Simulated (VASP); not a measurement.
Method: TPSS meta-GGA, VASP's PBE PAW potentials (set 64) (plane waves; VASP).

A VASP calculation is set up with these files.

**INCAR**
```
ALGO = Normal
EDIFF = 1E-6
EDIFFG = -0.02
ENCUT = 520
IBRION = 2
ISIF = 3
ISMEAR = 0
LASPH = T
LCHARG = F
LMAXMIX = 4
LMIXTAU = T
LREAL = F
LWAVE = F
METAGGA = TPSS
NELM = 100
NSW = 60
PREC = Accurate
SIGMA = 0.05
SYSTEM = PbO2
```

### KPOINTS
```
Automatic mesh
0
Gamma
4 4 6
0 0 0
```

**POSCAR**
```
PbO2
1.0
  4.9936779014   0.0000000000   0.0000000000
  0.0000000000   4.9936779014   0.0000000000
  0.0000000000   0.0000000000   3.4168354435
Pb O
2 4
direct
  1.0000000000   0.0000000000   0.0000000000
  0.5000000000   0.5000000000   0.5000000000
  0.3074101816   0.3074101816   1.0000000000
  0.8074101816   0.1925898184   0.5000000000
  0.1925898184   0.8074101816   0.5000000000
  0.6925898184   0.6925898184   0.0000000000
```

POTCAR, in this order: Pb_d O (PBE.64 set). Program: vasp_std.

Output of the run:

**OSZICAR**
```
       N       E                     dE             d eps       ncg     rms          rms(c)
DAV:   1     0.718231581220E+03    0.71823E+03   -0.26386E+04  1488   0.207E+03
DAV:   2     0.102456464542E+03   -0.61578E+03   -0.59927E+03  1600   0.584E+02
DAV:   3     0.114081530764E+02   -0.91048E+02   -0.88343E+02  1853   0.249E+02
DAV:   4     0.660418288737E+01   -0.48040E+01   -0.47603E+01  1839   0.606E+01
DAV:   5     0.641822642897E+01   -0.18596E+00   -0.18589E+00  2075   0.120E+01    0.141E+01
DAV:   6    -0.462678754646E+02   -0.52686E+02   -0.27083E+02  1624   0.141E+02    0.173E+01
DAV:   7    -0.429780454527E+02    0.32898E+01   -0.52417E+00  2082   0.275E+01    0.134E+01
DAV:   8    -0.415186514202E+02    0.14594E+01   -0.56727E+01  2249   0.702E+01    0.107E+01
DAV:   9    -0.396262580017E+02    0.18924E+01   -0.97340E+00  2258   0.352E+01    0.312E+00
DAV:  10    -0.396714778054E+02   -0.45220E-01   -0.89841E-01  1672   0.674E+00    0.177E+00
DAV:  11    -0.396414567002E+02    0.30021E-01   -0.26759E-01  2491   0.656E+00    0.210E-01
DAV:  12    -0.396421877177E+02   -0.73102E-03   -0.49774E-02  2064   0.236E+00    0.275E-01
DAV:  13    -0.396694716013E+02   -0.27284E-01   -0.12720E-02  1953   0.129E+00    0.651E-02
DAV:  14    -0.396715347816E+02   -0.20632E-02   -0.38838E-03  1798   0.446E-01    0.145E-01
DAV:  15    -0.396723065689E+02   -0.77179E-03   -0.15190E-03  1955   0.316E-01    0.467E-02
DAV:  16    -0.396724969339E+02   -0.19037E-03   -0.62807E-04  2145   0.228E-01    0.108E-02
DAV:  17    -0.396725278841E+02   -0.30950E-04   -0.28101E-05  2049   0.583E-02    0.789E-03
DAV:  18    -0.396725348263E+02   -0.69422E-05   -0.90758E-06  2156   0.283E-02    0.929E-04
DAV:  19    -0.396725357498E+02   -0.92348E-06   -0.14541E-06  1128   0.134E-02
   1 F= -.39672536E+02 E0= -.39672515E+02  d E =-.396725E+02
       N       E                     dE             d eps       ncg     rms          rms(c)
DAV:   1    -0.407833708893E+02   -0.11108E+01   -0.42825E+01  1876   0.104E+02    0.696E+00
DAV:   2    -0.398319177152E+02    0.95145E+00   -0.30882E+00  1988   0.209E+01    0.223E+00
DAV:   3    -0.396728457949E+02    0.15907E+00   -0.43519E-01  1888   0.162E+01    0.644E-01
DAV:   4    -0.396662360950E+02    0.66097E-02   -0.10178E-01  2280   0.427E+00    0.177E-01
DAV:   5    -0.396445560895E+02    0.21680E-01   -0.43018E-02  1657   0.162E+00    0.227E-01
DAV:   6    -0.396664067210E+02   -0.21851E-01   -0.31002E-03  1634   0.499E-01    0.163E-01
DAV:   7    -0.396760104490E+02   -0.96037E-02   -0.47715E-03  1696   0.561E-01    0.320E-02
DAV:   8    -0.396773779418E+02   -0.13675E-02   -0.47725E-04  1925   0.209E-01    0.198E-02
DAV:   9    -0.396773127452E+02    0.65197E-04   -0.39041E-05  1863   0.547E-02    0.112E-02
DAV:  10    -0.396773973753E+02   -0.84630E-04   -0.34166E-05  1728   0.595E-02    0.239E-03
DAV:  11    -0.396774199624E+02   -0.22587E-04   -0.33433E-06  1572   0.193E-02    0.114E-03
DAV:  12    -0.396774178389E+02    0.21235E-05   -0.13673E-06  1092   0.132E-02    0.163E-03
DAV:  13    -0.396774203103E+02   -0.24715E-05   -0.51204E-07   849   0.110E-02    0.896E-04
DAV:  14    -0.396774203376E+02   -0.27267E-07   -0.82852E-08   779   0.444E-03
   2 F= -.39677420E+02 E0= -.39677383E+02  d E =-.488459E-02
       N       E                     dE             d eps       ncg     rms          rms(c)
DAV:   1    -0.399853755116E+02   -0.30796E+00   -0.98284E+00  1876   0.468E+01    0.348E+00
DAV:   2    -0.397394461392E+02    0.24593E+00   -0.77269E-01  2064   0.102E+01    0.110E+00
DAV:   3    -0.397053119467E+02    0.34134E-01   -0.10878E-01  1889   0.747E+00    0.305E-01
DAV:   4    -0.397035948838E+02    0.17171E-02   -0.21611E-02  2301   0.195E+00    0.825E-02
DAV:   5    -0.396978961995E+02    0.56987E-02   -0.92419E-03  1975   0.754E-01    0.104E-01
DAV:   6    -0.397041983176E+02   -0.63021E-02   -0.76207E-04  1538   0.263E-01    0.727E-02
DAV:   7    -0.397060751885E+02   -0.18769E-02   -0.94295E-04  1736   0.240E-01    0.140E-02
DAV:   8    -0.397063609516E+02   -0.28576E-03   -0.11459E-04  1944   0.103E-01    0.954E-03
DAV:   9    -0.397063365474E+02    0.24404E-04   -0.10119E-05  1920   0.326E-02    0.690E-03
DAV:  10    -0.397063598923E+02   -0.23345E-04   -0.83218E-06  1766   0.331E-02    0.617E-04
DAV:  11    -0.397063668081E+02   -0.69158E-05   -0.91899E-07   982   0.120E-02    0.470E-04
DAV:  12    -0.397063668075E+02    0.58208E-09   -0.32246E-07   807   0.973E-03
   3 F= -.39706367E+02 E0= -.39706339E+02  d E =-.338311E-01
       N       E                     dE             d eps       ncg     rms          rms(c)
DAV:   1    -0.397064765116E+02   -0.10970E-03   -0.43578E-03  1876   0.101E+00    0.726E-02
DAV:   2    -0.397063661182E+02    0.11039E-03   -0.32963E-04  2072   0.212E-01    0.231E-02
DAV:   3    -0.397063509048E+02    0.15213E-04   -0.47657E-05  1904   0.159E-01    0.632E-03
DAV:   4    -0.397063528243E+02   -0.19195E-05   -0.84436E-06  1894   0.417E-02    0.155E-03
DAV:   5    -0.397063540538E+02   -0.12295E-05   -0.23127E-06  1050   0.162E-02    0.918E-04
DAV:   6    -0.397063573431E+02   -0.32893E-05   -0.12951E-06   900   0.117E-02    0.387E-04
DAV:   7    -0.397063579160E+02   -0.57295E-06   -0.29590E-07   786   0.613E-03
   4 F= -.39706358E+02 E0= -.39706330E+02  d E =-.338222E-01
       N       E                     dE             d eps       ncg     rms          rms(c)
DAV:   1    -0.397068504444E+02   -0.49310E-03   -0.20203E-01  1504   0.348E+00    0.179E-01
DAV:   2    -0.397071670656E+02   -0.31662E-03   -0.97467E-03  1835   0.832E-01    0.931E-02
DAV:   3    -0.397069779600E+02    0.18911E-03   -0.69032E-04  2222   0.361E-01    0.338E-02
DAV:   4    -0.397069376755E+02    0.40284E-04   -0.16412E-04  2313   0.146E-01    0.854E-03
DAV:   5    -0.397069182034E+02    0.19472E-04   -0.10939E-04  1517   0.999E-02    0.617E-03
DAV:   6    -0.397070067414E+02   -0.88538E-04   -0.15099E-05  1574   0.373E-02    0.305E-03
DAV:   7    -0.397070093761E+02   -0.26347E-05   -0.14209E-06  1129   0.121E-02    0.106E-03
DAV:   8    -0.397070090520E+02    0.32409E-06   -0.21095E-06  1093   0.153E-02
   5 F= -.39707009E+02 E0= -.39706981E+02  d E =-.651136E-03
```

File OUTCAR:
```
------------------------ aborting loop because EDIFF is reached ----------------------------------------
  FORCE on cell =-STRESS in cart. coord.  units (eV):
  Direction    XX          YY          ZZ          XY          YZ          ZX
  --------------------------------------------------------------------------------------
  Total        0.0911460      0.0911460     -0.0440333      0.0000000      0.0000000      0.0000000
  in kB        1.6646688      1.6646688     -0.8042142      0.0000000      0.0000000      0.0000000
  external PRESSURE =       0.8417078 kB  Pullay stress =       0.0000000 kB
  volume of cell :       87.72
      direct lattice vectors                 reciprocal lattice vectors
     5.041227626 -0.000000000  0.000000000     0.198364381 -0.000000000  0.000000000
     0.000000000  5.041227626  0.000000000     0.000000000  0.198364381  0.000000000
     0.000000000  0.000000000  3.451815102     0.000000000  0.000000000  0.289702655
 POSITION                                       TOTAL-FORCE (eV/Angst)
 -----------------------------------------------------------------------------------
      0.00000      0.00000      3.45182        -0.000000      0.000000      0.000000
      2.52061      2.52061      1.72591        -0.000000      0.000000      0.000000
      1.55103      1.55103      3.45182         0.013888      0.013888     -0.000000
      4.07165      0.96958      1.72591         0.013888     -0.013888      0.000000
      0.96958      4.07165      1.72591        -0.013888      0.013888      0.000000
      3.49020      3.49020      0.00000        -0.013888     -0.013888      0.000000
 -----------------------------------------------------------------------------------
    total drift:                                0.000000     -0.000000      0.000000
  FREE ENERGIE OF THE ION-ELECTRON SYSTEM (eV)
  ---------------------------------------------------
  free  energy   TOTEN  =       -39.7070090520 eV

  energy  without entropy=      -39.7069529963  energy(sigma->0) =      -39.70698102

 reached required accuracy - stopping structural energy minimisation
```
(Selected blocks of OUTCAR.)

**CONTCAR**
```
PbO2
   1.00000000000000
     5.0412276262448712   -0.0000000000000000    0.0000000000000000
     0.0000000000000000    5.0412276262448712    0.0000000000000000
     0.0000000000000000    0.0000000000000000    3.4518151019870351
  Pb              O
     2     4
Direct
     0.0000000000000000    0.0000000000000000    1.0000000000000000
     0.5000000000000000    0.5000000000000000    0.5000000000000000
     0.3076693546116377    0.3076693546116377    1.0000000000000000
     0.8076693546116378    0.1923306453883622    0.5000000000000000
     0.1923306453883622    0.8076693546116378    0.5000000000000000
     0.6923306453883622    0.6923306453883622    0.0000000000000000
```

Energy and stress use the plane-wave basis of the starting cell.

The compound is PbO2 in the rutile structure. This run relaxes it. Symmetry was kept, so distortions that lower it aren't found. The start is the result of an earlier pass.
